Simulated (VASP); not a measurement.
OSZICAR of a VASP run on TiCo (CsCl type):

### OSZICAR
```
       N       E                     dE             d eps       ncg     rms          rms(c)
DAV:   1     0.147215017297E+03    0.14722E+03   -0.10253E+04  2360   0.189E+03
DAV:   2    -0.846688184507E+01   -0.15568E+03   -0.15298E+03  2382   0.409E+02
DAV:   3    -0.173086789475E+02   -0.88418E+01   -0.87784E+01  3668   0.107E+02
DAV:   4    -0.175501065929E+02   -0.24143E+00   -0.24085E+00  2914   0.147E+01
DAV:   5    -0.175589358860E+02   -0.88293E-02   -0.88291E-02  3442   0.254E+00    0.148E+01
DAV:   6    -0.160354048400E+02    0.15235E+01   -0.12581E+01  2562   0.558E+01    0.694E+00
DAV:   7    -0.175242527886E+02   -0.14888E+01   -0.22154E+01  3754   0.513E+01    0.191E+01
DAV:   8    -0.154874850365E+02    0.20368E+01   -0.12138E+01  3466   0.366E+01    0.186E+00
DAV:   9    -0.155292687540E+02   -0.41784E-01   -0.30057E-01  3364   0.591E+00    0.204E+00
DAV:  10    -0.155054303240E+02    0.23838E-01   -0.10767E-01  3534   0.424E+00    0.444E-01
DAV:  11    -0.155046028617E+02    0.82746E-03   -0.54477E-03  2822   0.890E-01    0.233E-01
DAV:  12    -0.155041217125E+02    0.48115E-03   -0.19197E-03  3484   0.370E-01    0.421E-02
DAV:  13    -0.155041279173E+02   -0.62048E-05   -0.44572E-05  2498   0.811E-02    0.312E-02
DAV:  14    -0.155041228695E+02    0.50478E-05   -0.30773E-05  3172   0.630E-02    0.941E-03
DAV:  15    -0.155041222639E+02    0.60562E-06   -0.27504E-06  1650   0.255E-02
   1 F= -.11038316E+02 E0= -.11038688E+02  d E =-.110383E+02
       N       E                     dE             d eps       ncg     rms          rms(c)
DAV:   1    -0.181747203578E+02   -0.26706E+01   -0.73378E+01  2460   0.133E+02    0.178E+01
DAV:   2    -0.195345493984E+02   -0.13598E+01   -0.48624E+01  2738   0.106E+02    0.184E+01
DAV:   3    -0.152198130378E+02    0.43147E+01   -0.28386E+01  3382   0.765E+01    0.697E+00
DAV:   4    -0.148679161674E+02    0.35190E+00   -0.28312E+00  3306   0.187E+01    0.164E+00
DAV:   5    -0.148987519708E+02   -0.30836E-01   -0.25990E-01  3250   0.632E+00    0.166E+00
DAV:   6    -0.149223404206E+02   -0.23588E-01   -0.63840E-02  3580   0.252E+00    0.764E-01
DAV:   7    -0.149417136143E+02   -0.19373E-01   -0.38342E-02  3316   0.142E+00    0.134E-01
DAV:   8    -0.149426343817E+02   -0.92077E-03   -0.92391E-03  3346   0.833E-01    0.164E-01
DAV:   9    -0.149429313931E+02   -0.29701E-03   -0.12708E-03  2508   0.350E-01    0.442E-02
DAV:  10    -0.149429261174E+02    0.52757E-05   -0.17214E-04  3422   0.103E-01    0.817E-03
DAV:  11    -0.149429268497E+02   -0.73223E-06   -0.26848E-06  2132   0.162E-02
   2 F= -.10945378E+02 E0= -.10945619E+02  d E =0.929378E-01
       N       E                     dE             d eps       ncg     rms          rms(c)
DAV:   1    -0.168697065296E+02   -0.19268E+01   -0.34897E+01  2514   0.101E+02    0.113E+01
DAV:   2    -0.186890419971E+02   -0.18193E+01   -0.31214E+01  3372   0.722E+01    0.228E+01
DAV:   3    -0.154402135845E+02    0.32488E+01   -0.27731E+01  3504   0.567E+01    0.378E+00
DAV:   4    -0.153831922918E+02    0.57021E-01   -0.60412E-01  2684   0.800E+00    0.242E+00
DAV:   5    -0.153691997293E+02    0.13993E-01   -0.21239E-01  3412   0.453E+00    0.123E+00
DAV:   6    -0.153704068086E+02   -0.12071E-02   -0.54353E-03  2632   0.830E-01    0.118E+00
DAV:   7    -0.153759334131E+02   -0.55266E-02   -0.45940E-02  3128   0.234E+00    0.257E-01
DAV:   8    -0.153757498435E+02    0.18357E-03   -0.76745E-03  3276   0.631E-01    0.949E-02
DAV:   9    -0.153758457870E+02   -0.95944E-04   -0.62376E-04  2634   0.258E-01    0.119E-01
DAV:  10    -0.153758014190E+02    0.44368E-04   -0.15072E-04  2716   0.124E-01    0.269E-02
DAV:  11    -0.153757956309E+02    0.57881E-05   -0.15046E-05  3360   0.271E-02    0.103E-02
DAV:  12    -0.153757941787E+02    0.14522E-05   -0.22255E-06  1966   0.116E-02    0.375E-03
DAV:  13    -0.153757939142E+02    0.26441E-06   -0.36302E-07  1188   0.566E-03
   3 F= -.11065986E+02 E0= -.11066305E+02  d E =-.276697E-01
       N       E                     dE             d eps       ncg     rms          rms(c)
DAV:   1    -0.153719935925E+02    0.38006E-02   -0.55400E-03  2502   0.121E+00    0.148E-01
DAV:   2    -0.153723458905E+02   -0.35230E-03   -0.53429E-03  3140   0.994E-01    0.266E-01
DAV:   3    -0.153717634754E+02    0.58242E-03   -0.39660E-03  3450   0.790E-01    0.548E-02
DAV:   4    -0.153717426728E+02    0.20803E-04   -0.10421E-04  3168   0.109E-01    0.208E-02
DAV:   5    -0.153717439388E+02   -0.12660E-05   -0.14728E-05  3114   0.281E-02    0.115E-02
DAV:   6    -0.153717460789E+02   -0.21402E-05   -0.46668E-06  2552   0.140E-02    0.862E-03
DAV:   7    -0.153717463889E+02   -0.30997E-06   -0.26490E-06  2000   0.171E-02
   4 F= -.11066009E+02 E0= -.11066325E+02  d E =-.276926E-01
```

**Question.** Which electronic solver shows in the log?

**Answer.** It is blocked Davidson (ALGO = Normal, or the opening steps of other solvers). The INCAR had ALGO = Normal.

**Question.** How was spin treated?

**Answer.** Without spin polarisation: there is no mag entry.

**Question.** Can the final energy be trusted as converged?

**Answer.** The run converged. It stopped with EDIFF = 1E-6, NELM = 100, NSW = 40 and EDIFFG = -0.02 after 4 ionic steps (PBE GGA, plane waves, VASP's PBE PAW potentials (set 64)). Energy and stress use the plane-wave basis of the starting cell.

The compound is TiCo in the CsCl type structure. This run relaxes it under an external pressure of 30 GPa. Symmetry was kept, so distortions that lower it aren't found. The run is not spin-polarised, so no magnetic state was tried. The electron count is odd and the run is not spin-polarised, which forces a metal.
